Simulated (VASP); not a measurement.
Method: PBEsol GGA, VASP's PBE PAW potentials (set 64) (plane waves; VASP).

The input files of a VASP run:

### POSCAR
```
Ge3PbSe4
1
    4.2992474659     0.0000000000    -0.0182802385
    0.0000000000     3.9537467662     0.0000000000
   -0.0564207376     0.0000000000    11.0668228214
Ge Pb Se
3 1 4
Direct
  0.1268152218   0.0000000000   0.8875693086
  0.6119800453   0.5000000000   0.6342677948
  0.8798256528   0.5000000000   0.1130506307
  0.4276766531   0.0000000000   0.3929007069
  0.4867002679   0.0000000000   0.1261469787
  0.9980873986   0.0000000000   0.6498915659
  0.5115405910   0.5000000000   0.8561946464
  0.9573741695   0.5000000000   0.3398783682
```

**KPOINTS**
```
k-points along high-symmetry lines
9
Line-mode
Reciprocal
  0.000000   0.000000   0.000000 ! GAMMA
  0.000000   0.500000   0.000000 ! Z

  0.000000   0.500000   0.000000 ! Z
  0.000000   0.500000   0.500000 ! D

  0.000000   0.500000   0.500000 ! D
  0.000000   0.000000   0.500000 ! B

  0.000000   0.000000   0.500000 ! B
  0.000000   0.000000   0.000000 ! GAMMA

  0.000000   0.000000   0.000000 ! GAMMA
 -0.500000   0.000000   0.500000 ! A

 -0.500000   0.000000   0.500000 ! A
 -0.500000   0.500000   0.500000 ! E

 -0.500000   0.500000   0.500000 ! E
  0.000000   0.500000   0.000000 ! Z

  0.000000   0.500000   0.000000 ! Z
 -0.500000   0.500000   0.000000 ! C_2

 -0.500000   0.500000   0.000000 ! C_2
 -0.500000   0.000000   0.000000 ! Y_2

 -0.500000   0.000000   0.000000 ! Y_2
  0.000000   0.000000   0.000000 ! GAMMA
```

INCAR:
```
SYSTEM = Ge3PbSe4
PREC = Accurate
ENCUT = 400
EDIFF = 1E-7
NELM = 100
ALGO = Normal
LREAL = .FALSE.
LASPH = .TRUE.
ISMEAR = 0
SIGMA = 0.05
GGA = PS
LMAXMIX = 4
LWAVE = .FALSE.
LCHARG = .FALSE.
LORBIT = 11
ICHARG = 11
```

POTCAR, in this order: Ge_d Pb_d Se (PBE.64 set). Program: vasp_std. Read from the step before: CHGCAR.

Output of the run:

### OSZICAR
```
       N       E                     dE             d eps       ncg     rms          rms(c)
DAV:   1     0.857514915454E+03    0.85751E+03   -0.31813E+04 10784   0.283E+03
DAV:   2     0.133529556116E+03   -0.72399E+03   -0.69678E+03  8672   0.854E+02
DAV:   3    -0.227390314581E+02   -0.15627E+03   -0.14990E+03 10312   0.227E+02
DAV:   4    -0.343806371651E+02   -0.11642E+02   -0.11445E+02 10360   0.701E+01
DAV:   5    -0.347793320589E+02   -0.39869E+00   -0.39749E+00 10912   0.135E+01
DAV:   6    -0.347914349093E+02   -0.12103E-01   -0.12095E-01 11640   0.229E+00
DAV:   7    -0.347919044435E+02   -0.46953E-03   -0.46946E-03 12944   0.393E-01
DAV:   8    -0.347919147675E+02   -0.10324E-04   -0.10323E-04 12016   0.474E-02
DAV:   9    -0.347919152625E+02   -0.49498E-06   -0.49498E-06 11256   0.835E-03
DAV:  10    -0.347919152929E+02   -0.30390E-07   -0.30367E-07  7072   0.173E-03
   1 F= -.34791915E+02 E0= -.34791915E+02  d E =-.151403E-12
```

**OUTCAR**
```
 val. band max:        4.7647781864   @ k =  -0.4375   0.0000   0.0000

 cond. band min:       5.2473220836   @ k =  -0.0625   0.0000   0.0000



 k-point     1 :       0.0000    0.0000    0.0000
  band No.  band energies     occupation
      1     -19.8790      2.00000
      2     -19.8768      2.00000
      3     -19.8739      2.00000
      4     -19.8731      2.00000
      5     -19.8583      2.00000
      6     -19.8512      2.00000
      7     -19.8436      2.00000
      8     -19.8419      2.00000
      9     -19.8300      2.00000
     10     -19.8178      2.00000
     11     -19.5933      2.00000
     12     -19.5903      2.00000
     13     -19.5700      2.00000
     14     -19.5544      2.00000
     15     -19.5462      2.00000
     16     -11.9867      2.00000
     17     -11.9299      2.00000
     18     -11.8919      2.00000
     19     -11.8858      2.00000
     20     -11.8775      2.00000
     21      -9.7632      2.00000
     22      -9.1104      2.00000
     23      -8.4377      2.00000
     24      -7.6100      2.00000
     25      -3.3917      2.00000
     26      -2.7209      2.00000
     27      -1.3748      2.00000
     28      -0.9667      2.00000
     29      -0.3679      2.00000
     30       1.0686      2.00000
     31       1.1136      2.00000
     32       1.3238      2.00000
     33       1.6008      2.00000
     34       1.8928      2.00000
     35       2.4026      2.00000
     36       2.9099      2.00000
     37       3.3504      2.00000
     38       3.4700      2.00000
     39       3.9563      2.00000
     40       4.3089      2.00000
     41       5.2523      0.00000
     42       7.0761      0.00000
     43       7.1747      0.00000
     44       7.6110      0.00000
     45       8.2735      0.00000
     46       8.3977      0.00000
     47       9.0217      0.00000
     48       9.3644      0.00000

 k-point     2 :       0.0000    0.0625    0.0000
  band No.  band energies     occupation
      1     -19.8789      2.00000
...
```

The density is held fixed in this step, so its total energy and stress have no physical meaning. Without a dispersion term in the relaxation, distances and binding between the weakly bound layers, chains or molecules are unreliable, and so is what depends on them. Unless said otherwise, spin-orbit coupling is left out, though it shifts the bands of the heavy elements here.

The structure comes from a computed database's Ge3PbSe4 entry (Pm); how it stands against other phases isn't given here. It was relaxed first, which changed the volume by -11 %.
